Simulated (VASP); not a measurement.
Computed with PBE GGA with D3 dispersion (Becke-Johnson damping), VASP's PBE PAW potentials (set 64) (plane waves; VASP).

VASP ran on this input.

### KPOINTS
```
k-points along high-symmetry lines
15
Line-mode
Reciprocal
  0.000000   0.000000   0.000000 ! GAMMA
  0.500000   0.000000   0.500000 ! X

  0.500000   0.000000   0.500000 ! X
  0.625000   0.250000   0.625000 ! U

  0.375000   0.375000   0.750000 ! K
  0.000000   0.000000   0.000000 ! GAMMA

  0.000000   0.000000   0.000000 ! GAMMA
  0.500000   0.500000   0.500000 ! L

  0.500000   0.500000   0.500000 ! L
  0.500000   0.250000   0.750000 ! W

  0.500000   0.250000   0.750000 ! W
  0.500000   0.000000   0.500000 ! X
```

**INCAR**
```
LCHARG=.FALSE.
NELM=100   ! most electronic steps
LASPH=.TRUE.   ! aspherical one-centre terms
LMAXMIX=6
PREC=Accurate
LREAL=.FALSE.   ! projection in real space or not
LORBIT=11   ! lm-projected
SYSTEM=HfO2
EDIFF=1E-7
LWAVE=.FALSE.
ALGO=Normal
IVDW=12
ISMEAR=0   ! Gaussian
GGA=PE   ! PBE
ICHARG=11
ENCUT=520   ! plane-wave cut-off (eV)
SIGMA=0.05
```

**POSCAR**
```
HfO2
1.0
  0.0000000000   2.5239568238   2.5239568238
  2.5239568238   0.0000000000   2.5239568238
  2.5239568238   2.5239568238   0.0000000000
Hf O
1 2
direct
  0.0000000000   0.0000000000   0.0000000000
  0.2500000000   0.2500000000   0.2500000000
  0.7500000000   0.7500000000   0.7500000000
```

POTCAR, in this order: Hf_pv O (PBE.64 set). Program: vasp_std. Read from the step before: CHGCAR.

Output

**OSZICAR**
```
       N       E                     dE             d eps       ncg     rms          rms(c)
DAV:   1     0.929546894452E+02    0.92955E+02   -0.13019E+04  2716   0.145E+03
DAV:   2    -0.261165613862E+02   -0.11907E+03   -0.11626E+03  3597   0.313E+02
DAV:   3    -0.297158426103E+02   -0.35993E+01   -0.35952E+01  3386   0.506E+01
DAV:   4    -0.297432973422E+02   -0.27455E-01   -0.27448E-01  3400   0.476E+00
DAV:   5    -0.297436151950E+02   -0.31785E-03   -0.31783E-03  3379   0.448E-01
DAV:   6    -0.297436219681E+02   -0.67731E-05   -0.67731E-05  3338   0.615E-02
DAV:   7    -0.297436221676E+02   -0.19947E-06   -0.19945E-06  3449   0.887E-03
DAV:   8    -0.297436221742E+02   -0.65613E-08   -0.65369E-08  2936   0.150E-03
   1 F= -.30472236E+02 E0= -.30472236E+02  d E =-.690021E-14
```

OUTCAR:
```
 val. band max:        4.3919519805   @ k =   0.5000   0.0000   0.5000

 cond. band min:       8.2290688147   @ k =   0.5000   0.0000   0.5000



 k-point     1 :       0.0000    0.0000    0.0000
  band No.  band energies     occupation
      1     -25.2346      2.00000
      2     -25.2346      2.00000
      3     -25.2346      2.00000
      4     -14.4228      2.00000
      5     -11.3235      2.00000
      6      -1.0314      2.00000
      7      -1.0314      2.00000
      8      -1.0314      2.00000
      9       3.7788      2.00000
     10       3.7788      2.00000
     11       3.7788      2.00000
     12       8.3046      0.00000
     13       8.3046      0.00000
     14      10.3342      0.00000
     15      14.9807      0.00000

 k-point     2 :       0.0357    0.0000    0.0357
  band No.  band energies     occupation
      1     -25.2414      2.00000
      2     -25.2362      2.00000
      3     -25.2362      2.00000
      4     -14.3980      2.00000
      5     -11.3444      2.00000
      6      -1.0171      2.00000
      7      -1.0171      2.00000
      8      -0.9761      2.00000
      9       3.6457      2.00000
     10       3.7822      2.00000
     11       3.7822      2.00000
     12       8.3214      0.00000
     13       8.3614      0.00000
     14      10.4116      0.00000
     15      14.9191      0.00000

 k-point     3 :       0.0714    0.0000    0.0714
  band No.  band energies     occupation
      1     -25.2613      2.00000
      2     -25.2411      2.00000
      3     -25.2411      2.00000
      4     -14.3250      2.00000
      5     -11.4050      2.00000
      6      -0.9742      2.00000
      7      -0.9742      2.00000
      8      -0.8126      2.00000
      9       3.2826      2.00000
     10       3.7911      2.00000
     11       3.7911      2.00000
     12       8.3715      0.00000
     13       8.5012      0.00000
     14      10.6329      0.00000
     15      14.7306      0.00000

...
```

The density is held fixed in this step, so its total energy and stress have no physical meaning. Unless said otherwise, spin-orbit coupling is left out, though it shifts the bands of the heavy elements here.

The compound is HfO2 in the fluorite structure, the high-temperature cubic form, which is unstable at 0 K; the monoclinic form is the stable one. It was relaxed first.
